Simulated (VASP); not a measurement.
Input:

```
CELL_PARAMETERS angstrom
      3.85199     0.00000     0.00000
      0.00000     3.85199     0.00000
      0.00000     0.00000     3.85199
ATOMIC_POSITIONS crystal
  Ta 0.50000 0.50000 0.50000
  Ru 0.50000 0.00000 0.00000
  Ru 0.00000 0.50000 0.00000
  Ru 0.00000 0.00000 0.50000
```

Calculation: PBEsol GGA, VASP's PBE PAW potentials (set 64) (plane waves; VASP). Run with 400 eV cut-off, Gaussian smearing of 0.050 eV, potentials Ta_pv Ru_pv.

### Question
Give the energies of bands 17 to 30 at the high-symmetry points, in eV from the Fermi level.

### Answer

```tsv
band	Γ	X	M	R
17	-5.23	-3.99	-3.17	-2.34
18	-5.23	-3.50	-2.91	-2.34
19	-5.23	-2.92	-2.76	-2.34
20	-1.78	-2.92	-2.76	-1.88
21	-1.78	-2.61	-2.69	-1.88
22	-1.78	-2.61	-2.69	-1.88
23	0.54	-1.14	-2.60	-1.43
24	0.54	-0.81	-1.85	-1.43
25	1.86	-0.40	-1.00	1.04
26	2.41	-0.40	-0.93	1.38
27	2.41	-0.31	-0.93	1.38
28	2.41	0.94	-0.06	1.38
29	3.90	1.48	0.03	1.92
30	3.90	1.48	2.16	1.92
```

It has no gap at this level: it comes out as a metal or semimetal.

The structure comes from a computed database's TaRu3 entry (Pm-3m); how it stands against other phases isn't given here. It was relaxed first. The electron count is odd and the run is not spin-polarised, which forces a metal.
